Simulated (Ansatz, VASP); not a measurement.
**La2AlF: VASP beside Ansatz**

```
La Al F
1.0
     5.51760    0.00000    0.00000
    -2.75880    4.77838    0.00000
     0.00000    0.00000    3.78018
La Al F
2 1 1
Direct
  0.33333 0.66667 0.00000
  0.66667 0.33333 0.00000
  0.00000 0.00000 0.50000
  0.00000 0.00000 0.00000
```

Alike in both runs: functional PBE; k mesh 6 × 6 × 4; occupations gaussian, width 0.1 eV; no spin polarisation.

Ansatz relaxed the structure, and its values are those at the end. VASP's run is a single point on that final structure, the one shown.

|  | VASP | Ansatz |
| --- | --- | --- |
| version | VASP 6.6.1 | Ansatz 0.2.0 |
| potentials or method | VASP PAW PBE potentials, release 64 (La, Al, F) | scalar-relativistic, plane waves, PAW |
| plane-wave cutoff (eV) | 520 | 420 |
| valence electrons in the cell | 32 | 32 |

Ansatz gave:

| Item | Value |
| --- | --- |
| gap on the k mesh at the Fermi level (eV) | none |
| pressure (GPa) | 0.0 |

Estimate VASP's values.

gap on the k mesh at the Fermi level (eV): none; pressure (GPa): -0.1.

A gap of «none» marks a metal or a gap that the smearing closes. The functional is the same, so the differences come from potentials, cutoffs and numerics.

Caveats: the k mesh is coarse (spacing up to 0.42 Å⁻¹), so the values aren't converged. The runs have no spin-orbit coupling, so splittings on La are missing.
